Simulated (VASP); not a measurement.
A convergence study with VASP on MgO (rock salt): one setting is varied, all else stays as given below, so the limit is that of these other settings. Each run relaxes cell and ions from the cell shown. The basis is that of the starting cell, so low cut-offs carry a Pulay error.

```
MgO
1.0
    0.00000     2.10500     2.10500
    2.10500     0.00000     2.10500
    2.10500     2.10500     0.00000
Mg O
1 1
Direct
  0.00000   0.00000   0.00000
  0.50000   0.50000   0.50000
```

Computed with PBEsol GGA, VASP's PBE PAW potentials (set 64) (plane waves; VASP). The tightest run used: 750 eV cut-off, 9×9×9 Γ-centred mesh, Gaussian smearing of 0.050 eV, potentials Mg O.

Gaps are read on the run's mesh, which can miss a band edge.

**Question.** The settings run are ENCUT = 250; ENCUT = 300; ENCUT = 350; ENCUT = 400; ENCUT = 450; ENCUT = 500; ENCUT = 600; ENCUT = 650; ENCUT = 700; ENCUT = 750. From which on does the relaxed volume stay within 0.02 Å³/atom of the tightest run?

**Answer.** From ENCUT = 500 on: it is off by 0.007 there and by no more than 0.02 in any finer run, while ENCUT = 450 is off by 0.051.
```
setting      relaxed volume (Å³/atom)  E (eV/atom)  gap on the mesh (eV)  plane waves  difference judged (Å³/atom)
-----------  ------------------------  -----------  --------------------  -----------  ---------------------------
ENCUT = 250                     7.434      -6.9874                 7.153          175                        1.880
ENCUT = 300                     8.179      -6.4864                 6.014          229                        1.134
ENCUT = 350                     8.744      -6.3171                 5.307          290                        0.570
ENCUT = 400                     9.083      -6.2697                 4.917          347                        0.230
ENCUT = 450                     9.263      -6.2584                 4.720          419                        0.051
ENCUT = 500                     9.320      -6.2562                 4.657          495                        0.007
ENCUT = 600                     9.308      -6.2577                 4.670          634                        0.005
ENCUT = 650                     9.309      -6.2586                 4.671          725                        0.004
ENCUT = 700                     9.311      -6.2592                 4.668          801                        0.002
ENCUT = 750                     9.313      -6.2594                 4.667          893                        0.000
```

Left out are rungs that failed or repeat a setting and relaxations that didn't move; long series are thinned to 24 rows.

The compound is MgO in the rock salt structure.
